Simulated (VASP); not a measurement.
Input:

```xyz
4
Lattice="2.3602 -3.8225 0.0000 2.3602 3.8225 0.0000 0.0000 0.0000 3.7283" Properties=species:S:1:pos:R:3 pbc="T T T"
Si     2.3602     1.1366     2.4071
Si     2.3602    -1.1366     1.3212
Si     2.3602    -2.6860     3.1854
Si     2.3602     2.6860     0.5429
```

Level of theory: r2SCAN meta-GGA, VASP's PBE PAW potentials (set 64) (plane waves; VASP 6.6.1). Settings: 400 eV cut-off, 9×9×9 Γ-centred mesh, tetrahedra with Blöchl corrections, potentials Si.

Q: Give the energies of bands 2 to 11 at the high-symmetry points, in eV from the Fermi level.

A: 
| band | Γ | Y | C0 | Z | A0 | T | S | R |
|---|---|---|---|---|---|---|---|---|
| 2 | -6.10 | -10.12 | -10.97 | -11.31 | -9.42 | -9.98 | -11.68 | -9.50 |
| 3 | -5.27 | -7.85 | -8.82 | -3.60 | -8.55 | -7.22 | -6.39 | -8.76 |
| 4 | -5.13 | -6.62 | -3.18 | -3.60 | -8.55 | -7.22 | -6.39 | -8.76 |
| 5 | -5.04 | -2.18 | -2.40 | -3.37 | -5.45 | -4.58 | -2.32 | -3.94 |
| 6 | -3.91 | -1.83 | -2.22 | -3.37 | -5.45 | -4.58 | -2.32 | -3.94 |
| 7 | -3.03 | -0.86 | -1.02 | -2.66 | 0.31 | -4.23 | 0.30 | -2.33 |
| 8 | -2.36 | 0.16 | -0.35 | -2.66 | 0.31 | -4.23 | 0.30 | -2.33 |
| 9 | -0.81 | 0.56 | 1.23 | -0.60 | 1.57 | 3.63 | 1.25 | 3.41 |
| 10 | 4.42 | 3.20 | 1.35 | -0.60 | 1.57 | 3.63 | 1.25 | 3.41 |
| 11 | 5.01 | 3.51 | 2.35 | 1.36 | 3.75 | 6.34 | 3.12 | 3.83 |

It has no gap at this level: it comes out as a metal or semimetal.

The structure was generated: Si was put into the black-P type (Cmce), which need not be its known phase. It was relaxed first, which changed the volume by -11 %.
